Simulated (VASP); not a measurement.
Calculation: PBE GGA with D3 dispersion (Becke-Johnson damping), VASP's PBE PAW potentials (set 64) (plane waves; VASP).

Input for VASP

File POSCAR:
```
CoSi2
1
    0.0000000000     2.6509267728     2.6509267728
    2.6509267728     0.0000000000     2.6509267728
    2.6509267728     2.6509267728     0.0000000000
Co Si
1 2
Direct
  0.0000000000   0.0000000000   0.0000000000
  0.2500000000   0.2500000000   0.2500000000
  0.7500000000   0.7500000000   0.7500000000
```

### KPOINTS
```
Automatic mesh
0
Gamma
11 11 11
0 0 0
```

### INCAR
```
PREC  =  Accurate
ISMEAR  =  -5   # tetrahedra, Bloechl
LEFG  =  .TRUE.
LORBIT  =  11
LWAVE  =  .FALSE.
ALGO  =  Normal   # blocked Davidson
SYSTEM  =  CoSi2
LMAXMIX  =  4   # l cut-off of mixed one-centre charges
ENCUT  =  520   # plane-wave cut-off (eV)
ISIF  =  2   # forces and stress, cell fixed
GGA  =  PE   # PBE
NELM  =  100   # most electronic steps
IVDW  =  12
LCHARG  =  .TRUE.
NEDOS  =  601   # DOS grid
LREAL  =  .FALSE.
LASPH  =  .TRUE.   # aspherical one-centre terms
EDIFF  =  1E-7   # SCF stop (eV)
```

POTCAR, in this order: Co Si (PBE.64 set). Program: vasp_std.

What VASP printed:

OUTCAR:
```
 ion  position               nearest neighbor table
   1  0.000  0.000  0.000-   3 2.30   3 2.30   3 2.30   2 2.30   3 2.30   2 2.30   2 2.30   2 2.30
  LATTYP: Found a face centered cubic cell.
 ALAT       =     5.3018535456
 Subroutine PRICEL returns:
 Original cell was already a primitive cell.
 Subroutine GETGRP returns: Found 48 space group operations
The static configuration has the point symmetry O_h .
The dynamic configuration has the point symmetry O_h .
 Subroutine INISYM returns: Found 48 space group operations
 Subroutine IBZKPT returns following result:
 Found     56 irreducible k-points:

 Following reciprocal coordinates:
            Coordinates               Weight
  0.000000  0.000000  0.000000      1.000000
  0.090909  0.000000  0.000000      8.000000
  0.181818  0.000000  0.000000      8.000000
  0.272727  0.000000  0.000000      8.000000
  0.363636  0.000000  0.000000      8.000000
  0.454545  0.000000  0.000000      8.000000
  0.090909  0.090909  0.000000      6.000000
  0.181818  0.090909  0.000000     24.000000
  0.272727  0.090909  0.000000     24.000000
  0.363636  0.090909  0.000000     24.000000
  0.454545  0.090909  0.000000     24.000000
 -0.454545  0.090909  0.000000     24.000000
 -0.363636  0.090909  0.000000     24.000000
 -0.272727  0.090909  0.000000     24.000000
 -0.181818  0.090909  0.000000     24.000000
 -0.090909  0.090909  0.000000     12.000000
  0.181818  0.181818  0.000000      6.000000
  0.272727  0.181818  0.000000     24.000000
  0.363636  0.181818  0.000000     24.000000
  0.454545  0.181818  0.000000     24.000000
 -0.454545  0.181818  0.000000     24.000000
 -0.363636  0.181818  0.000000     24.000000
 -0.272727  0.181818  0.000000     24.000000
 -0.181818  0.181818  0.000000     12.000000
  0.272727  0.272727  0.000000      6.000000
  0.363636  0.272727  0.000000     24.000000
  0.454545  0.272727  0.000000     24.000000
 -0.454545  0.272727  0.000000     24.000000
 -0.363636  0.272727  0.000000     24.000000
 -0.272727  0.272727  0.000000     12.000000
  0.363636  0.363636  0.000000      6.000000
  0.454545  0.363636  0.000000     24.000000
 -0.454545  0.363636  0.000000     24.000000
 -0.363636  0.363636  0.000000     12.000000
  0.454545  0.454545  0.000000      6.000000
 -0.454545  0.454545  0.000000     12.000000
  0.272727  0.181818  0.090909     24.000000
  0.363636  0.181818  0.090909     48.000000
  0.454545  0.181818  0.090909     48.000000
 -0.454545  0.181818  0.090909     48.000000
   k-points           NKPTS =     56   k-points in BZ     NKDIM =     56   number of bands    NBANDS=     12
   number of dos      NEDOS =    601   number of ions     NIONS =      3
   total plane-waves  NPLWV =  21952
   dimension x,y,z NGX =    28 NGY =   28 NGZ =   28
   dimension x,y,z NGXF=    56 NGYF=   56 NGZF=   56
   ions per type =               1   2
   PREC   = accura    normal or accurate (medium, high low for compatibility)
   ISTART =      0    job   : 0-new  1-cont  2-samecut
   ICHARG =      2    charge: 1-file 2-atom 10-const
   ISPIN  =      1    spin polarized calculation?
   LNONCOLLINEAR =      F non collinear calculations
   LSORBIT =      F    spin-orbit coupling
   INIWAV =      1    electr: 0-lowe 1-rand  2-diag
   ENCUT  =  520.0 eV  38.22 Ry    6.18 a.u.   6.97  6.97  6.97*2*pi/ulx,y,z
   NELM   =    100;   NELMIN=  2; NELMDL= -5     # of ELM steps
   EDIFF  = 0.1E-06   stopping-criterion for ELM
   LREAL  =      F    real-space projection
   NLSPLINE    = F    spline interpolate recip. space projectors
   LMAXMIX     =    4 max onsite mixed and CHGCAR
   VOSKOWN=      0    Vosko Wilk Nusair interpolation
...
```

File OSZICAR:
```
       N       E                     dE             d eps       ncg     rms          rms(c)
DAV:   1     0.717732829630E+02    0.71773E+02   -0.70814E+03  1344   0.136E+03
DAV:   2    -0.163162100524E+02   -0.88089E+02   -0.82113E+02  1352   0.259E+02
DAV:   3    -0.205788537287E+02   -0.42626E+01   -0.41211E+01  1752   0.651E+01
DAV:   4    -0.206814211910E+02   -0.10257E+00   -0.10244E+00  1568   0.969E+00
DAV:   5    -0.206846444028E+02   -0.32232E-02   -0.32282E-02  1836   0.176E+00    0.148E+01
DAV:   6    -0.239648492978E+02   -0.32802E+01   -0.38789E+01  1664   0.135E+02    0.170E+01
DAV:   7    -0.192896876064E+02    0.46752E+01   -0.16604E+01  1768   0.106E+02    0.370E+00
DAV:   8    -0.193048036962E+02   -0.15116E-01   -0.95969E-01  1576   0.804E+00    0.185E+00
DAV:   9    -0.192724763585E+02    0.32327E-01   -0.10096E-01  1720   0.685E+00    0.441E-01
DAV:  10    -0.192724930201E+02   -0.16662E-04   -0.60596E-03  1716   0.936E-01    0.705E-02
DAV:  11    -0.192724756584E+02    0.17362E-04   -0.38731E-04  1972   0.373E-01    0.387E-02
DAV:  12    -0.192724930935E+02   -0.17435E-04   -0.48466E-05  1460   0.683E-02    0.233E-02
DAV:  13    -0.192724916510E+02    0.14424E-05   -0.26508E-06  1924   0.149E-02    0.410E-03
DAV:  14    -0.192724909106E+02    0.74042E-06   -0.38298E-07  1492   0.796E-03    0.279E-03
DAV:  15    -0.192724917681E+02   -0.85750E-06   -0.85930E-08   940   0.617E-03    0.908E-04
DAV:  16    -0.192724920463E+02   -0.27817E-06   -0.59839E-08   812   0.191E-03    0.228E-04
DAV:  17    -0.192724920311E+02    0.15160E-07   -0.68771E-09   760   0.133E-03
   1 F= -.20641243E+02 E0= -.20641243E+02  d E =0.000000E+00
```

OUTCAR:
```
------------------------ aborting loop because EDIFF is reached ----------------------------------------
 Edisp (eV)   -1.36875
  FORCE on cell =-STRESS in cart. coord.  units (eV):
  Direction    XX          YY          ZZ          XY          YZ          ZX
  --------------------------------------------------------------------------------------
  Total       0.00449     0.00449     0.00449    -0.00000     0.00000    -0.00000
  in kB       0.19310     0.19310     0.19310    -0.00000     0.00000    -0.00000
  external pressure =        0.19 kB  Pullay stress =        0.00 kB
  volume of cell :       37.26
      direct lattice vectors                 reciprocal lattice vectors
     0.000000000  2.650926773  2.650926773    -0.188613282  0.188613282  0.188613282
     2.650926773  0.000000000  2.650926773     0.188613282 -0.188613282  0.188613282
     2.650926773  2.650926773  0.000000000     0.188613282  0.188613282 -0.188613282
 POSITION                                       TOTAL-FORCE (eV/Angst)
 -----------------------------------------------------------------------------------
      0.00000      0.00000      0.00000         0.000000     -0.000000     -0.000000
      1.32546      1.32546      1.32546         0.000000      0.000000      0.000000
      3.97639      3.97639      3.97639        -0.000000     -0.000000     -0.000000
 -----------------------------------------------------------------------------------
    total drift:                               -0.000000     -0.000000      0.000000
  FREE ENERGIE OF THE ION-ELECTRON SYSTEM (eV)
  ---------------------------------------------------
  free  energy   TOTEN  =       -20.6412433085 eV

  energy  without entropy=      -20.6412433085  energy(sigma->0) =      -20.64124331

 total charge

# of ion       s       p       d       tot
------------------------------------------
    1        0.557   0.757   7.626   8.940
    2        0.716   0.894   0.000   1.610
    3        0.716   0.894   0.000   1.610
--------------------------------------------------
tot          1.989   2.545   7.626  12.161

 Electric field gradients after diagonalization (V/A^2)
 (convention: |V_zz| > |V_xx| > |V_yy|)
----------------------------------------------------------------------
 ion       V_xx      V_yy      V_zz     asymmetry (V_yy - V_xx)/ V_zz
----------------------------------------------------------------------
   1       0.002     0.002    -0.004       0.000
   2       0.000     0.000    -0.000       0.000
   3       0.000     0.000    -0.000       0.000
```
(Selected blocks of OUTCAR.)

For a metal the tetrahedron method with Blöchl corrections gives inexact stress and forces.

The compound is CoSi2 in the fluorite structure. It was relaxed first. The run is not spin-polarised, so no magnetic state was tried. The electron count is odd and the run is not spin-polarised, which forces a metal.
